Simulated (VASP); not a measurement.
# VOs (P4/mmm) in VASP: single point with LDA

Aim: the single point of VOs with LDA.

Everything below comes from runs of VASP 6.6.1. Logs are shortened: lines on timing, memory, paths and dates and some standing lists are left out, and cuts for length are marked.

**1. The cell of the first run**

The structure is tetragonal, space group P4/mmm (No. 123). The conventional cell has a = 2.987 Å, b = 2.987 Å, c = 3.077 Å, α = 90.00°, β = 90.00°, γ = 90.00°. V (site symmetry 4/mmm) is surrounded by 8 Os at 2.61 Å and 4 V at 2.99 Å. Around Os (site symmetry 4/mmm) lie 8 V at 2.61 Å and 4 Os at 2.99 Å.

The cell comes from a database or a generator and needn't be the stable form of this composition.

**2. Single point, LDA, collinear spin, typed start**

INCAR reads:

```
PREC = Accurate
ENCUT = 520
EDIFF = 1E-7
ISMEAR = -1
SIGMA = 0.1
LREAL = F
LASPH = T
NELM = 150
ALGO = Normal
ISIF = 2
LWAVE = F
LCHARG = T
ISPIN = 2
MAGMOM = 2 0
LORBIT = 11
LMAXMIX = 4
GGA = CA
LELF = T
LVHAR = T
NBANDS = 22
```

KPOINTS reads:

```
Automatic mesh
0
Gamma
  8 8 8
```

POSCAR reads:

```
VOs
1.0
    2.9868529284      0.0000000000      0.0000000000
    0.0000000000      2.9868529284      0.0000000000
    0.0000000000      0.0000000000      3.0769050618
V Os
1 1
Direct
    0.0000000000      0.0000000000      0.0000000000
    0.5000000000      0.5000000000      0.5000000000
```

Potentials or basis: VASP PAW LDA potentials, release 64 (V_sv, Os).

The run is started by

```console
$ cat potpaw_LDA.64/V_sv/POTCAR potpaw_LDA.64/Os/POTCAR > POTCAR
$ mpirun -np 1 vasp_std > vasp.out
```

OUTCAR:

```text
PREC = Accurate
   ENCUT = 520
   EDIFF = 1E-7
   ISMEAR = -1
   LREAL = F
   LASPH = T
   NELM = 150
   ISIF = 2
   ISPIN = 2
   LORBIT = 11
   GGA = CA

 ion  position               nearest neighbor table
   1  0.000  0.000  0.000-   2 2.61   2 2.61   2 2.61   2 2.61   2 2.61   2 2.61   2 2.61   2 2.61

   2  0.500  0.500  0.500-   1 2.61   1 2.61   1 2.61   1 2.61   1 2.61   1 2.61   1 2.61   1 2.61

  LATTYP: Found a simple tetragonal cell.
 ALAT       =     2.9868529284
 C/A-ratio  =     1.0301495037

  Lattice vectors:

 A1 = (   2.9868529284,   0.0000000000,   0.0000000000)
 A2 = (   0.0000000000,   2.9868529284,   0.0000000000)
 A3 = (   0.0000000000,   0.0000000000,   3.0769050618)

Analysis of symmetry for initial positions (statically):
=====================================================================
 Subroutine PRICEL returns:
 Original cell was already a primitive cell.

 Routine SETGRP: Setting up the symmetry group for a
 simple tetragonal supercell.

 Subroutine GETGRP returns: Found 16 space group operations
 (whereof 16 operations were pure point group operations)
 out of a pool of 16 trial point group operations.

The static configuration has the point symmetry D_4h.

Analysis of symmetry for dynamics (positions and initial velocities):
=====================================================================
 Subroutine PRICEL returns:
 Original cell was already a primitive cell.

 Routine SETGRP: Setting up the symmetry group for a
 simple tetragonal supercell.

 Subroutine GETGRP returns: Found 16 space group operations
 (whereof 16 operations were pure point group operations)
 out of a pool of 16 trial point group operations.

The dynamic configuration has the point symmetry D_4h.

Analysis of structural, dynamic, and magnetic symmetry:
=====================================================================
 Subroutine PRICEL returns:
 Original cell was already a primitive cell.

 Routine SETGRP: Setting up the symmetry group for a
 simple tetragonal supercell.

 Subroutine GETGRP returns: Found 16 space group operations
 (whereof 16 operations were pure point group operations)
 out of a pool of 16 trial point group operations.

The overall configuration has the point symmetry D_4h.

[... 115 lines left out ...]
   IALGO  =     38    algorithm
   IMIX   =      4    mixing-type and parameters
     AMIX     =   0.40;   BMIX     =  1.00
     AMIX_MAG =   1.60;   BMIX_MAG =  1.00
  volume/ion in A,a.u.               =      13.72        92.62
  Fermi-wavevector in a.u.,A,eV,Ry     =   1.497272  2.829434 30.501855  2.241823
  Thomas-Fermi vector in A             =   2.609181
   LORBIT       =     11    0 simple, 1 ext, 2 COOP (PROOUT), +10 PAW based schemes
   GGA     = CA    functional components
   LHFCALC =     F    Hartree Fock is set to
   AEXX    =    0.0000 exact exchange contribution
   IVDW    =     0    specifies the selected vdW correction
   LEPSILON=     F    determine dielectric tensor
   LRPA    =     F    only Hartree local field effects (RPA)
 spin polarized calculation
  energy-cutoff  :      520.00
  volume of cell :       27.45
 maximum number of plane-waves:       751
 NGX is ok and might be reduce to    24
   NGX = 11   NGY = 11   NGZ = 11

 number of electron      21.0000001 magnetization       0.0000755

 Free energy of the ion-electron system (eV)
  ---------------------------------------------------
  ext. energy  EPLUGINS =         0.00000000
  ---------------------------------------------------
  free energy    TOTEN  =       -23.03161124 eV

  energy without entropy =      -22.94467823  energy(sigma->0) =      -22.98814474

 E-fermi :   9.9709     XC(G=0): -13.7397

 val. band max:        9.9499870079   @ k =   0.0000   0.0000   0.3750
 cond. band min:       9.9945531322   @ k =   0.3750   0.0000   0.3750
 fundamental gap:      0.0445661243
 Fermi energy:         9.9709211722

 spin component 1

 k-point     1 :       0.0000    0.0000    0.0000
  band No.  band energies     occupation
      1     -54.0856      1.00000
      2     -28.2969      1.00000
      3     -28.2629      1.00000
      4     -28.2629      1.00000
      5       0.6027      1.00000
      6       3.8415      1.00000
[... 589 lines left out ...]
     21      29.3023      0.00000
     22      30.0879      0.00000

 [... further k-points ...]

 spin component 2

 k-point     1 :       0.0000    0.0000    0.0000
  band No.  band energies     occupation
      1     -54.0855      1.00000
      2     -28.2968      1.00000
      3     -28.2627      1.00000
      4     -28.2627      1.00000
      5       0.6026      1.00000
      6       3.8415      1.00000
[... 589 lines left out ...]
     21      29.3023      0.00000
     22      30.0879      0.00000

 [... further k-points ...]

------------------------ aborting loop because EDIFF is reached ----------------------------------------

  FORCE on cell =-STRESS in cart. coord.  units (eV):
  Direction    XX          YY          ZZ          XY          YZ          ZX
  --------------------------------------------------------------------------------------
  -------------------------------------------------------------------------------------
  Total       -2.0715498     -2.0715498     -2.7256570      0.0000000      0.0000000      0.0000000
  in kB     -120.9105502   -120.9105502   -159.0889507      0.0000000      0.0000000      0.0000000
  external PRESSURE =    -133.6366837 kB  Pullay stress =       0.0000000 kB

 VOLUME and BASIS-vectors are now :
 -----------------------------------------------------------------------------
  energy-cutoff  :      520.00
  volume of cell :       27.45
      direct lattice vectors                 reciprocal lattice vectors
     2.986852928  0.000000000  0.000000000     0.334800549  0.000000000  0.000000000
     0.000000000  2.986852928  0.000000000     0.000000000  0.334800549  0.000000000
     0.000000000  0.000000000  3.076905062     0.000000000  0.000000000  0.325001903

 POSITION                                       TOTAL-FORCE (eV/Angst)
 -----------------------------------------------------------------------------------
      0.00000      0.00000      0.00000         0.000000      0.000000      0.000000
      1.49343      1.49343      1.53845         0.000000      0.000000      0.000000
 -----------------------------------------------------------------------------------
    total drift:                                0.000000      0.000000      0.000000

  FREE ENERGIE OF THE ION-ELECTRON SYSTEM (eV)
  ---------------------------------------------------
  free  energy   TOTEN  =       -23.0316112378 eV

  energy  without entropy=      -22.9446782347  energy(sigma->0) =      -22.98814474

 total charge

# of ion       s       p       d       tot
------------------------------------------
    1        2.319   6.281   3.057  11.658
    2        0.684   0.669   6.193   7.546
--------------------------------------------------
tot          3.003   6.950   9.250  19.203

 magnetization (x)

# of ion       s       p       d       tot
------------------------------------------
    1        0.000   0.000   0.000   0.000
    2       -0.000  -0.000  -0.000  -0.000
--------------------------------------------------
tot         -0.000  -0.000   0.000   0.000
```

stdout:

```text
POSCAR found type information on POSCAR V Os
 POSCAR found :  2 types and       2 ions
 scaLAPACK will be used
 LDA part: xc-table for (Slater(with rela. corr.)+CA(PZ))
 , standard interpolation
 POSCAR, INCAR and KPOINTS ok, starting setup
 FFT: planning ... GRIDC
 FFT: planning ... GRID_SOFT
 FFT: planning ... GRID
 WAVECAR not read
 entering main loop
```

Run time: 41 s. Hardware: 1 thread of Intel Xeon Platinum 8559C (Emerald Rapids), shared host; peak memory 0.19 GiB.

Results:

* Free energy: -23.0316 eV
* Pressure: -13.4 GPa
* Band gap on the k mesh: none (metal or under the smearing width)
* Net moment: 0.00 μB per cell
* Valence electrons inside the program's atomic spheres: V 11.66; Os 7.55
